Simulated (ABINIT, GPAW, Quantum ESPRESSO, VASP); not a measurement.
AsB (F-43m, 2 atoms in the cell) computed with different codes at matched settings

Self-consistent single point.

```yaml
crystal:
  lattice:
    - [0.00000, 2.39000, 2.39000]
    - [2.39000, 0.00000, 2.39000]
    - [2.39000, 2.39000, 0.00000]
  atoms:
    - { symbol: B, position: [0.00000, 0.00000, 0.00000] }
    - { symbol: As, position: [0.25000, 0.25000, 0.25000] }
```

All programs got the same cell, k-point mesh and kind of occupations (in VASP's words: KPOINTS grid = 8 8 8; KPOINTS shift = 0 0 0; ISMEAR = -1; SIGMA = 0.05 eV); potentials, basis and cutoffs are each program's usual ones.

```tsv
code	model	gap on the mesh (eV)	cutoff
VASP	PBE, VASP's PBE PAW potentials (set 64)	1.191	400 eV
Quantum ESPRESSO	PBE, SSSP 1.1.2 precision (PBE) pseudopotentials	1.185	50 Ry
GPAW	PBE, GPAW PAW datasets PBE (gpaw-data 1.0.1)	1.198	950 eV
ABINIT	PBE, PAW (JTH v2.0 PBE PAW)	1.196	40 Ry
```

Gaps are read on the mesh.

The spread over the programs that give each value: gap on the mesh within 0.013 eV.

The starting cell has typed, rounded lattice constants, without a prior relaxation at this level.

**Question.** Why do the programs differ, and what cannot be compared?

**Answer.** Differences of this kind can come from the potentials, where these differ, and from what each basis and cutoff leave unconverged. The valence holds different numbers of electrons (VASP 8, Quantum ESPRESSO 8, GPAW 8, ABINIT 18). The zero of total energies and Fermi levels follows the potentials and each program's conventions, so they are not compared here. 

Left out of this page: Ansatz, CP2K, PySCF, Elk, FLEUR and SIESTA (not drawn, or without a comparable value).
